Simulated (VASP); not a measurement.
Consider the following.

```yaml
crystal:
  lattice:
    - [0.00000, 2.35703, 2.35703]
    - [2.35703, 0.00000, 2.35703]
    - [2.35703, 2.35703, 0.00000]
  atoms:
    - { symbol: Zr, position: [0.00000, 0.00000, 0.00000] }
    - { symbol: C, position: [0.50000, 0.50000, 0.50000] }
```

Level of theory: optB88-vdW, VASP's PBE PAW potentials (set 64) (plane waves; VASP). Numerical set-up: 520 eV cut-off, 13×13×13 Γ-centred mesh, first-order Methfessel-Paxton smearing of 0.10 eV, potentials Zr_sv C.

Q: What does the run give for the energy per atom (σ→0), band gap (on the k-mesh) with the smallest direct gap where there is one?

A: 
```yaml
band gap (on the k-mesh): none (metal, semimetal or under 0.01 eV)
energy per atom (σ→0): -7.866 eV/atom
```

The absolute energy has meaning only against runs of the same code, potentials and settings.

The compound is ZrC in the rock salt structure. It was relaxed first.
